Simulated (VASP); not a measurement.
Data:

```yaml
crystal:
  lattice:
    - [0.00000, 4.38774, 4.38774]
    - [4.38774, 0.00000, 4.38774]
    - [4.38774, 4.38774, 0.00000]
  atoms:
    - { symbol: Zr, position: [0.12500, 0.12500, 0.12500] }
    - { symbol: Zr, position: [0.62500, 0.12500, 0.12500] }
    - { symbol: Zr, position: [0.12500, 0.62500, 0.12500] }
    - { symbol: Zr, position: [0.12500, 0.12500, 0.62500] }
    - { symbol: Zn, position: [0.75000, 0.75000, 0.75000] }
    - { symbol: Zn, position: [0.50000, 0.50000, 0.50000] }
```

Method: PBE GGA, VASP's PBE PAW potentials (set 64) (plane waves; VASP). Numerical set-up: 300 eV cut-off, 3×3×3 Γ-centred mesh, Gaussian smearing of 0.050 eV, potentials Zr_sv Zn.

At this cut-off the stress carries a Pulay error, which pulls relaxed volumes low.

Give the stress tensor in GPa (positive for a compressed cell).

```
-10.87    0.00    0.00
  0.00  -10.87    0.00
  0.00    0.00  -10.87
```
The pressure is its mean diagonal, -10.87 GPa.

The structure was generated: Zr2Zn was put into an ordered model structure, which need not be its known phase. The cell was not relaxed at this level. The k-mesh is coarse (spacing up to 0.41 per Å, 2π included), so the numbers may not be converged in it.
